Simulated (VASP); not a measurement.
Set up this calculation in VASP 6.6.1, as the native input.

- Task: single point
- Functional: LDA
- Potentials or basis: VASP PAW LDA potentials, release 64 (Ti_sv, S, Na_pv)
- Cutoff: 520 eV
- k mesh: 2 × 2 × 2
- Occupations: fermi-dirac, width 0.05 eV
- Spin: no spin polarisation
- Dipole correction: no
- Further INCAR settings: LREAL = Auto; ALGO = Fast; EDIFF = 1e-07; NBANDS = 72

The structure of Na3Ti4S8 (a cell with a defect) lies in POSCAR:

```
Na3Ti4S8
1.0
   -3.6285300000     -6.2847980000      0.0000000000
    5.4427950000     -3.1423990000      0.0000000000
    0.0000000000      0.0000000000      6.8552330000
Ti S Na
4 8 3
Direct
    0.6919406238      0.4997115107      0.0323986070
    0.5118794994     -0.0478485558      0.0149083189
    0.2161156814      0.4439781828      0.0389921101
   -0.0018231721     -0.0422421632     -0.0043324567
    0.4860185740      0.6230499176      0.8362516635
    0.4576626029      0.2948011976      0.2167832953
    0.2400206409      0.1101129284      0.8067997105
    0.2212188152      0.8057806894      0.2167832953
    0.0110258217      0.6338485144      0.8214600437
   -0.0373241226      0.2847743304      0.2109045747
    0.7556322016      0.1422493613      0.8130431161
    0.7187641122      0.7870142351      0.2310205940
    0.4811169863     -0.0613935637      0.5408714773
    0.1875229908      0.4377406824      0.5394419125
   -0.0427824412     -0.0212643268      0.5365681954
```

One way to write it, as run:

INCAR

```
PREC = Accurate
ENCUT = 520
EDIFF = 1E-7
ISMEAR = -1
SIGMA = 0.05
LREAL = Auto
LASPH = T
NELM = 60
ALGO = Fast
ISIF = 2
LWAVE = F
LCHARG = T
LELF = T
LVHAR = T
NBANDS = 72
```

KPOINTS

```
regular mesh
0
Gamma
  2 2 2
```

Potentials or basis: VASP PAW LDA potentials, release 64 (Ti_sv, S, Na_pv).

Launch:

```sh
$ cat potpaw_LDA.64/Ti_sv/POTCAR potpaw_LDA.64/S/POTCAR potpaw_LDA.64/Na_pv/POTCAR > POTCAR
$ mpirun -np 1 vasp_std > vasp.out
```

Results of the run:

- Pressure: -5.2 GPa
- Largest force: 2.574 eV/Å
- Band gap on the k mesh: none (metal or under the smearing width)

Caveat: the k mesh is coarse (spacing up to 0.50 Å⁻¹), so the values aren't converged.

Wall time 9 min on 1 thread of AMD EPYC 9R14 (Zen 4), with other jobs on the host, peak memory 0.31 GiB.
